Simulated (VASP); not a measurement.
Method: r2SCAN meta-GGA, VASP's PBE PAW potentials (set 64) (plane waves; VASP).

VASP input:

**KPOINTS**
```
Automatic mesh
0
gamma
 14 14 14
0 0 0
```

**POSCAR**
```
Na
1
   -2.0839576907     2.0839576907     2.0839576907
    2.0839576907    -2.0839576907     2.0839576907
    2.0839576907     2.0839576907    -2.0839576907
Na
1
Direct
  0.0000000000   0.0000000000   0.0000000000
```

File KPOINTS_OPT:
```
k-points along high-symmetry lines
10
Line-mode
Reciprocal
  0.000000   0.000000   0.000000 ! GAMMA
  0.500000  -0.500000   0.500000 ! H

  0.500000  -0.500000   0.500000 ! H
  0.000000  -0.000000   0.500000 ! N

  0.000000  -0.000000   0.500000 ! N
  0.000000   0.000000   0.000000 ! GAMMA

  0.000000   0.000000   0.000000 ! GAMMA
  0.250000   0.250000   0.250000 ! P

  0.250000   0.250000   0.250000 ! P
  0.500000  -0.500000   0.500000 ! H

  0.250000   0.250000   0.250000 ! P
  0.000000  -0.000000   0.500000 ! N
```

INCAR:
```
SYSTEM = Na
PREC = Accurate
ENCUT = 400
EDIFF = 1E-7
NELM = 100
ALGO = Normal
LREAL = .FALSE.
LASPH = .TRUE.
ISMEAR = -5
METAGGA = R2SCAN
LMIXTAU = .TRUE.
LWAVE = .FALSE.
LCHARG = .FALSE.
LORBIT = 11
NEDOS = 601
ISIF = 2
```

POTCAR, in this order: Na_pv (PBE.64 set). Program: vasp_std.

Output

### OSZICAR
```
       N       E                     dE             d eps       ncg     rms          rms(c)
DAV:   1     0.145545572472E+02    0.14555E+02   -0.36790E+03  1498   0.722E+02
DAV:   2    -0.368017021832E+01   -0.18235E+02   -0.18229E+02  1519   0.135E+02
DAV:   3    -0.401818929450E+01   -0.33802E+00   -0.33802E+00  1939   0.257E+01
DAV:   4    -0.402123401510E+01   -0.30447E-02   -0.30448E-02  1750   0.206E+00
DAV:   5    -0.402128805256E+01   -0.54037E-04   -0.54039E-04  1960   0.237E-01    0.199E-01
DAV:   6    -0.336654415877E+01    0.65474E+00   -0.13424E-01  1456   0.736E+00    0.331E-01
DAV:   7    -0.354291604664E+01   -0.17637E+00   -0.16140E-01  1491   0.394E+00    0.259E-01
DAV:   8    -0.352608662134E+01    0.16829E-01   -0.58092E-03  1533   0.974E-01    0.330E-01
DAV:   9    -0.357359463308E+01   -0.47508E-01   -0.29451E-02  1456   0.323E+00    0.441E-02
DAV:  10    -0.356368245736E+01    0.99122E-02   -0.23233E-03  1470   0.700E-01    0.534E-02
DAV:  11    -0.357117225500E+01   -0.74898E-02   -0.12706E-03  1456   0.568E-01    0.317E-02
DAV:  12    -0.355561132375E+01    0.15561E-01   -0.42467E-03  1456   0.936E-01    0.107E-02
DAV:  13    -0.355432489404E+01    0.12864E-02   -0.32262E-04  1456   0.143E-01    0.119E-02
DAV:  14    -0.355428608934E+01    0.38805E-04   -0.63902E-06  2086   0.210E-02    0.123E-02
DAV:  15    -0.355431312609E+01   -0.27037E-04   -0.12033E-06  1505   0.177E-02    0.970E-03
DAV:  16    -0.355413041698E+01    0.18271E-03   -0.66317E-05  1463   0.766E-02    0.372E-03
DAV:  17    -0.355411498445E+01    0.15433E-04   -0.58765E-06  1456   0.355E-02    0.352E-03
DAV:  18    -0.355408194312E+01    0.33041E-04   -0.38062E-06  1456   0.158E-02    0.283E-03
DAV:  19    -0.355403643899E+01    0.45504E-04   -0.10523E-06  1512   0.114E-02    0.179E-03
DAV:  20    -0.355402304845E+01    0.13391E-04   -0.22579E-07  1554   0.635E-03    0.142E-03
DAV:  21    -0.355401511141E+01    0.79370E-05   -0.18843E-08  1421   0.138E-03    0.123E-03
DAV:  22    -0.355399770941E+01    0.17402E-04   -0.96275E-08  1470   0.302E-03    0.749E-04
DAV:  23    -0.355398067300E+01    0.17036E-04   -0.58319E-08  1498   0.237E-03    0.339E-04
DAV:  24    -0.355397435058E+01    0.63224E-05   -0.11298E-08   770   0.108E-03    0.172E-04
DAV:  25    -0.355397051115E+01    0.38394E-05   -0.10397E-08   763   0.123E-03    0.700E-05
DAV:  26    -0.355396871423E+01    0.17969E-05   -0.65173E-09   756   0.651E-04    0.211E-05
DAV:  27    -0.355396804362E+01    0.67062E-06   -0.14459E-09   735   0.389E-04    0.898E-06
DAV:  28    -0.355396798641E+01    0.57212E-07   -0.35283E-10   749   0.151E-04
   1 F= -.35539680E+01 E0= -.35539680E+01  d E =0.000000E+00
       N       E                     dE             ncg
```

### OUTCAR
```
------------------------ aborting loop because EDIFF is reached ----------------------------------------
  FORCE on cell =-STRESS in cart. coord.  units (eV):
  Direction    XX          YY          ZZ          XY          YZ          ZX
  --------------------------------------------------------------------------------------
  Total       -0.0001756     -0.0001756     -0.0001756     -0.0000000     -0.0000000      0.0000000
  in kB       -0.0077703     -0.0077703     -0.0077703     -0.0000000     -0.0000000      0.0000000
  external PRESSURE =      -0.0077703 kB  Pullay stress =       0.0000000 kB
  volume of cell :       36.20
      direct lattice vectors                 reciprocal lattice vectors
    -2.083957691  2.083957691  2.083957691     0.000000000  0.239928096  0.239928096
     2.083957691 -2.083957691  2.083957691     0.239928096  0.000000000  0.239928096
     2.083957691  2.083957691 -2.083957691     0.239928096  0.239928096  0.000000000
 POSITION                                       TOTAL-FORCE (eV/Angst)
 -----------------------------------------------------------------------------------
      0.00000      0.00000      0.00000         0.000000      0.000000     -0.000000
 -----------------------------------------------------------------------------------
    total drift:                               -0.000000      0.000000      0.000000
  FREE ENERGIE OF THE ION-ELECTRON SYSTEM (eV)
  ---------------------------------------------------
  free  energy   TOTEN  =        -3.5539679864 eV

  energy  without entropy=       -3.5539679864  energy(sigma->0) =       -3.55396799

 total charge

# of ion       s       p       d       tot
------------------------------------------
    1        0.088   5.970   0.000   6.058
```
(Selected blocks of OUTCAR.)

For a metal the tetrahedron method with Blöchl corrections gives inexact stress and forces.

The compound is Na in the bcc structure. It was relaxed first, which changed the volume by -6 %.
